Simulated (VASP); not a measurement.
Input:

```
CELL_PARAMETERS angstrom
      0.00000     2.70691     2.70691
      2.70691     0.00000     2.70691
      2.70691     2.70691     0.00000
ATOMIC_POSITIONS crystal
  K  0.00000 0.00000 0.00000
  F  0.50000 0.50000 0.50000
```

Calculation: TPSS meta-GGA, VASP's PBE PAW potentials (set 64) (plane waves; VASP). Settings: 520 eV cut-off, 8×8×8 Γ-centred mesh, Gaussian smearing of 0.050 eV, potentials K_sv F.

**Question.** What does the run give for the energy per atom (σ→0), band gap (on the k-mesh) with the smallest direct gap where there is one?

**Answer.** 
```json
{
 "band gap (on the k-mesh)": "6.54 eV",
 "smallest direct gap (on the k-mesh)": "6.54 eV",
 "energy per atom (σ→0)": "-8.647 eV/atom"
}
```

Only differences to runs with the same potentials and settings are physical.

The compound is KF in the rock salt structure. It was relaxed first.
